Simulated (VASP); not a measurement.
Consider the following.

```xyz
2
Lattice="1.0883 -1.8849 0.0000 1.0883 1.8849 0.0000 0.0000 0.0000 3.4566" Properties=species:S:1:pos:R:3 pbc="T T T"
Be     1.0883     0.6283     0.8641
Be     1.0883    -0.6283     2.5924
```

Level of theory: PBEsol GGA, VASP's PBE PAW potentials (set 64) (plane waves; VASP). Settings: 480 eV cut-off, 18×18×10 Γ-centred mesh, first-order Methfessel-Paxton smearing of 0.10 eV, potentials Be.

Task: Estimate the energy per atom (σ→0), pressure, band gap (on the k-mesh) with the smallest direct gap where there is one.

Result: 
```json
{
 "band gap (on the k-mesh)": "none (metal, semimetal or under 0.01 eV)",
 "energy per atom (σ→0)": "-382.4 kJ/mol of atoms",
 "pressure": "15.00 GPa"
}
```

The absolute energy has meaning only against runs of the same code, potentials and settings.

The compound is Be in the hcp structure. It was relaxed first under an external pressure of 15 GPa.
